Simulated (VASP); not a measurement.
The input files of a VASP run:

File KPOINTS:
```
Automatic mesh
0
Gamma
3 3 2
0 0 0
```

**POSCAR**
```
Tc
1
    1.3974000000    -2.4203680000     0.0000000000
    1.3974000000     2.4203680000     0.0000000000
    0.0000000000     0.0000000000     4.4778000000
Tc
2
Direct
  0.3333330000   0.6666670000   0.2500000000
  0.6666670000   0.3333330000   0.7500000000
```

INCAR:
```
SYSTEM = Tc
PREC = Accurate
ENCUT = 400
EDIFF = 1E-6
NELM = 100
ALGO = Normal
LREAL = .FALSE.
LASPH = .TRUE.
ISMEAR = 0
SIGMA = 0.001
GGA = PE
LMAXMIX = 4
LWAVE = .FALSE.
LCHARG = .FALSE.
ISIF = 2
```

POTCAR, in this order: Tc_pv (PBE.64 set). Program: vasp_std.

The run wrote:

**standard output**
```
 POSCAR found type information on POSCAR Tc
 POSCAR found :  1 types and       2 ions
 Reading from existing POTCAR
 Reading from existing POTCAR
 LDA part: xc-table for (Slater+PW92), standard interpolation
 POSCAR, INCAR and KPOINTS ok, starting setup
 WAVECAR not read
 entering main loop
       N       E                     dE             d eps       ncg     rms          rms(c)
DAV:   1     0.278353457275E+03    0.27835E+03   -0.14357E+04   204   0.128E+03
DAV:   2    -0.144751348363E+02   -0.29283E+03   -0.28870E+03   219   0.403E+02
DAV:   3    -0.213992623570E+02   -0.69241E+01   -0.68041E+01   263   0.726E+01
DAV:   4    -0.214430408274E+02   -0.43778E-01   -0.43750E-01   207   0.644E+00
DAV:   5    -0.214434362356E+02   -0.39541E-03   -0.39540E-03   213   0.575E-01    0.214E+01
DAV:   6    -0.199566777975E+02    0.14868E+01   -0.37053E+00   212   0.188E+01    0.592E+00
DAV:   7    -0.197802087462E+02    0.17647E+00   -0.67067E-01   213   0.720E+00    0.798E-01
DAV:   8    -0.197674632141E+02    0.12746E-01   -0.10310E-02   206   0.106E+00    0.226E-01
DAV:   9    -0.197671194960E+02    0.34372E-03   -0.11365E-03   214   0.262E-01    0.401E-02
DAV:  10    -0.197671251752E+02   -0.56792E-05   -0.66990E-05   206   0.725E-02    0.238E-02
DAV:  11    -0.197671238696E+02    0.13056E-05   -0.11708E-05   220   0.322E-02    0.229E-03
DAV:  12    -0.197671226870E+02    0.11826E-05   -0.15951E-07   105   0.366E-03    0.881E-04
DAV:  13    -0.197671226338E+02    0.53190E-07   -0.60213E-08   103   0.235E-03
   1 F= -.19767123E+02 E0= -.19767050E+02  d E =-.144545E-03
```

### OUTCAR
```
------------------------ aborting loop because EDIFF is reached ----------------------------------------
  FORCE on cell =-STRESS in cart. coord.  units (eV):
  Direction    XX          YY          ZZ          XY          YZ          ZX
  --------------------------------------------------------------------------------------
  Total       -2.1122211     -2.1122215      1.1332281      0.0000000      0.0000000     -0.0000000
  in kB     -111.7257127   -111.7257313     59.9419814      0.0000000      0.0000000     -0.0000000
  external PRESSURE =     -54.5031542 kB  Pullay stress =       0.0000000 kB
  volume of cell :       30.29
      direct lattice vectors                 reciprocal lattice vectors
     1.397400000 -2.420368000  0.000000000     0.357807357 -0.206580156  0.000000000
     1.397400000  2.420368000  0.000000000     0.357807357  0.206580156  0.000000000
     0.000000000  0.000000000  4.477800000     0.000000000  0.000000000  0.223323954
 POSITION                                       TOTAL-FORCE (eV/Angst)
 -----------------------------------------------------------------------------------
      1.39740      0.80679      1.11945         0.000000     -0.000000      0.000000
      1.39740     -0.80679      3.35835        -0.000000      0.000000      0.000000
 -----------------------------------------------------------------------------------
    total drift:                               -0.000033      0.000637     -0.000014
  FREE ENERGIE OF THE ION-ELECTRON SYSTEM (eV)
  ---------------------------------------------------
  free  energy   TOTEN  =       -19.7671226338 eV

  energy  without entropy=      -19.7669780893  energy(sigma->0) =      -19.76705036
```
(Selected blocks of OUTCAR.)

Question: The run ends quietly. Is anything wrong with it?

Answer: The cause: a metal was run with a tiny SIGMA on a coarse mesh. The run ends without an error. Against the sound run, the energy per atom (σ→0) goes up by 0.436 eV/atom; the pressure goes up by 9.15 GPa. To mend it, set ISMEAR = 1, set SIGMA = 0.1, correct KPOINTS.
### KPOINTS
```
Automatic mesh
0
Gamma
11 11 6
0 0 0
```
The mended run (PBE GGA, plane waves, VASP's PBE PAW potentials (set 64)) converges, and its OSZICAR ends with
```
   1 F= -.20638140E+02 E0= -.20638593E+02  d E =0.135819E-02
```

The compound is Tc in the hcp structure. The cell was not relaxed at this level.
